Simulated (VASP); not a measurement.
Data:

```yaml
crystal:
  lattice:
    - [0.00000, 3.01344, 3.01344]
    - [3.01344, 0.00000, 3.01344]
    - [3.01344, 3.01344, 0.00000]
  atoms:
    - { symbol: Ga, position: [0.00000, 0.00000, 0.00000] }
    - { symbol: Sb, position: [0.25000, 0.25000, 0.25000] }
```

Calculation: PBE0 hybrid, VASP's PBE PAW potentials (set 64) (plane waves; VASP). Settings: 520 eV cut-off, 6×6×6 Γ-centred mesh, Gaussian smearing of 0.050 eV, potentials Ga_d Sb.

### Question
Give the stress tensor in GPa (positive for a compressed cell).

### Answer

```
2.62  0.00  0.00
0.00  2.62  0.00
0.00  0.00  2.62
```
The pressure is its mean diagonal, 2.62 GPa.

The compound is GaSb in the zinc blende structure. This cell is one point of a volume scan, at 0.91 of the reference volume. The cell's shape comes from a PBE relaxation.
